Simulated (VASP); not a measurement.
An input for Quantum ESPRESSO's pw.x (written as the equivalent of a VASP run, and not itself run):

```
&CONTROL
  calculation = 'vc-relax'
  pseudo_dir = './pseudo'
  outdir = './out'
  tprnfor = .true.
  tstress = .true.
  nstep = 40
  forc_conv_thr = 0.00078
/
&SYSTEM
  ibrav = 0
  nat = 2
  ntyp = 2
  ecutwfc = 84
  occupations = 'smearing'
  smearing = 'gaussian'
  degauss = 0.003675
  input_dft = 'pz'
/
&ELECTRONS
  conv_thr = 7.3e-08
  electron_maxstep = 100
/
&IONS
/
&CELL
  press = 450
/
ATOMIC_SPECIES
  Mg 24.305 Mg.upf
  O 15.999 O.upf
CELL_PARAMETERS angstrom
     0.0000000    1.9550926    1.9550926
     1.9550926    0.0000000    1.9550926
     1.9550926    1.9550926    0.0000000
ATOMIC_POSITIONS crystal
  Mg   0.0000000  0.0000000  0.0000000
  O    0.5000000  0.5000000  0.5000000
K_POINTS automatic
  12 12 12 0 0 0
```

Problem. Translate this input to VASP (INCAR, KPOINTS, POSCAR, choice of POTCAR).

Solution. Several could match; the one computed here: 
### KPOINTS
```
Automatic mesh
0
Gamma
12 12 12
0 0 0
```

**POSCAR**
```
MgO
1.0
  0.0000000000   1.9550925661   1.9550925661
  1.9550925661   0.0000000000   1.9550925661
  1.9550925661   1.9550925661   0.0000000000
Mg O
1 1
Cart
  0.0000000000   0.0000000000   0.0000000000
  1.9550925661   1.9550925661   1.9550925661
```

INCAR:
```
LWAVE = .FALSE.
SYSTEM = MgO
LCHARG = .FALSE.
ENCUT = 620
IBRION = 2
PSTRESS = 450
NELM = 100   ! most electronic steps
ISMEAR = 0   ! Gaussian
EDIFFG = -0.02   ! ionic stop
LASPH = .TRUE.   ! aspherical one-centre terms
ALGO = Normal   ! blocked Davidson
LREAL = .FALSE.   ! projection in real space or not
EDIFF = 1E-6
PREC = Accurate
ISIF = 3   ! ions, shape and volume
SIGMA = 0.05
NSW = 40   ! most ionic steps
```

POTCAR, in this order: Mg O (LDA.64 set). Program: vasp_std.

Limits of the translation: the potentials are each code's own (VASP's PAW set, PseudoDojo norm-conserving files in pw.x), so ENCUT and ecutwfc are chosen apart and not converted; conv_thr bounds pw.x's estimated SCF error, while EDIFF bounds the energy change between steps; forc_conv_thr acts on force components and is met together with etot_conv_thr.

The compound is MgO in the rock salt structure. It was relaxed first under an external pressure of 45 GPa.
